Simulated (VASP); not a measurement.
Runs of VASP 6.6.1 on Br2. The cell holds a molecule in a box, 2 atoms: a = 12.472 Å, b = 12.972 Å, c = 13.472 Å, α = 90.00°, β = 90.00°, γ = 90.00°. 

```tsv
task	level	cell	atoms held fixed (from 0)	gap on the mesh (eV)	largest force (eV/Å)
single point	RPBE+D3(BJ)	as given	-	2.25	(a)
single point	RPBE	as given	-	2.25	0.16
single point	PBE	as given	-	2.21	-
relaxation of the atoms	PBE+D3(BJ)	atoms relaxed	[0]	2.21	-
```

Alike in all rows: potentials or basis VASP PAW PBE potentials, release 64 (Br); no spin polarisation; k mesh 1 × 1 × 1; cutoff (eV) 400; smearing gaussian 0.01 eV.

Question: Fill in the values left out.

Answer: (a) 0.05.

Caveats: the PAW data sets were made with another functional, which shifts forces and pressure a little (some runs).

A k mesh can miss the band edges, and the runs leave out spin-orbit coupling on Br.
